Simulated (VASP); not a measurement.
Ta3AsAu2O13:

```
Ta As Au O
1.0
     5.72386    0.00000    0.00000
     1.29464    6.25668    0.00000
     0.26816    1.30982    8.36637
Ta As Au O
3 1 2 13
Direct
  0.21713 0.30521 0.58431
  0.03325 0.11123 0.99855
  0.58248 0.62145 0.50482
  0.58707 0.89691 0.83049
  0.58004 0.09228 0.18613
  0.04485 0.82077 0.44682
  0.66201 0.69726 0.71088
  0.51632 0.13418 0.69625
  0.85098 0.88773 0.91932
  0.34466 0.87003 0.94651
  0.73015 0.29240 0.03095
  0.24622 0.21809 0.11075
  0.12900 0.09398 0.49104
  0.48032 0.38887 0.43499
  0.05966 0.26685 0.78594
  0.93330 0.53240 0.45645
  0.49975 0.85161 0.34971
  0.25256 0.62988 0.62473
  0.91878 0.95175 0.22636
```

The cell was built by a generator and needn't be a form met in nature.

| Quantity | Value |
| --- | --- |
| Program | VASP 6.6.1 |
| Task | relaxation of cell and atoms |
| Functional | RPBE |
| Potentials or basis | VASP PAW PBE potentials, release 64 (Ta_pv, As, Au, O) |
| Cutoff | 600 eV |
| k mesh | 5 × 5 × 4 |
| Occupations | fermi-dirac, width 0.05 eV |
| Spin | no spin polarisation |

At the start: pressure 3.8 GPa; volume 15.77 Å³/atom.

Q: How do energy, volume and symmetry change on relaxing?

A: Over 44 steps the energy falls by 5.1 meV/atom and the volume is 16.33 Å³/atom (+3.6 %); space group P1 (No. 1, to 0.05 Å).

Step by step:
| step | energy change (eV) | largest force (eV/Å) | pressure (GPa) | volume (Å³) |
| --- | --- | --- | --- | --- |
| 1 | 0.0000 | 0.4772 | 3.76 | 299.62 |
| 3 | -0.0761 | 0.4143 | 0.20 | 305.37 |
| 5 | -0.0837 | 0.2295 | 0.04 | 306.40 |
| 7 | -0.0869 | 0.1634 | 0.07 | 306.94 |
| 9 | -0.0892 | 0.1574 | 0.03 | 307.64 |
| 11 | -0.0912 | 0.0996 | -0.01 | 308.34 |
| 13 | -0.0922 | 0.0709 | 0.00 | 308.62 |
| 15 | -0.0931 | 0.0834 | 0.03 | 308.91 |
| 17 | -0.0942 | 0.0622 | -0.03 | 309.35 |
| 19 | -0.0949 | 0.0963 | 0.04 | 309.43 |
| 21 | -0.0954 | 0.0513 | -0.01 | 309.63 |
| 23 | -0.0957 | 0.0599 | 0.00 | 309.74 |
| 25 | -0.0962 | 0.0565 | -0.01 | 309.91 |
| 27 | -0.0965 | 0.0278 | 0.00 | 309.91 |
| 29 | -0.0965 | 0.0435 | 0.01 | 309.95 |
| 31 | -0.0967 | 0.0261 | 0.00 | 309.96 |
| 33 | -0.0967 | 0.0612 | 0.01 | 310.01 |
| 35 | -0.0968 | 0.0189 | 0.02 | 310.02 |
| 37 | -0.0969 | 0.0172 | 0.02 | 310.11 |
| 39 | -0.0969 | 0.0282 | 0.01 | 310.16 |
| 41 | -0.0970 | 0.0212 | -0.04 | 310.31 |
| 43 | -0.0971 | 0.0170 | -0.01 | 310.31 |
| 44 | -0.0971 | 0.0098 | 0.01 | 310.29 |

Final structure:
```yaml
crystal:
  lattice:
    - [5.77802, -0.02677, -0.01544]
    - [1.27762, 6.32743, 0.03549]
    - [0.24203, 1.37675, 8.48706]
  atoms:
    - { symbol: Ta, position: [0.21561, 0.30583, 0.58493] }
    - { symbol: Ta, position: [0.03571, 0.10870, 0.99669] }
    - { symbol: Ta, position: [0.58076, 0.62395, 0.50640] }
    - { symbol: As, position: [0.58453, 0.89731, 0.83039] }
    - { symbol: Au, position: [0.58425, 0.09021, 0.18407] }
    - { symbol: Au, position: [0.04556, 0.82176, 0.44730] }
    - { symbol: O, position: [0.65963, 0.70236, 0.70958] }
    - { symbol: O, position: [0.51323, 0.13699, 0.69738] }
    - { symbol: O, position: [0.84934, 0.88661, 0.91983] }
    - { symbol: O, position: [0.34409, 0.86577, 0.94618] }
    - { symbol: O, position: [0.73696, 0.28905, 0.02934] }
    - { symbol: O, position: [0.25092, 0.21448, 0.10651] }
    - { symbol: O, position: [0.12866, 0.09608, 0.49197] }
    - { symbol: O, position: [0.47493, 0.39385, 0.43718] }
    - { symbol: O, position: [0.06049, 0.26383, 0.78551] }
    - { symbol: O, position: [0.92937, 0.53389, 0.46028] }
    - { symbol: O, position: [0.50095, 0.85302, 0.35078] }
    - { symbol: O, position: [0.25312, 0.62996, 0.62489] }
    - { symbol: O, position: [0.92044, 0.94923, 0.22579] }
```

Caveat: the PAW data sets were made with another functional, which shifts forces and pressure a little.
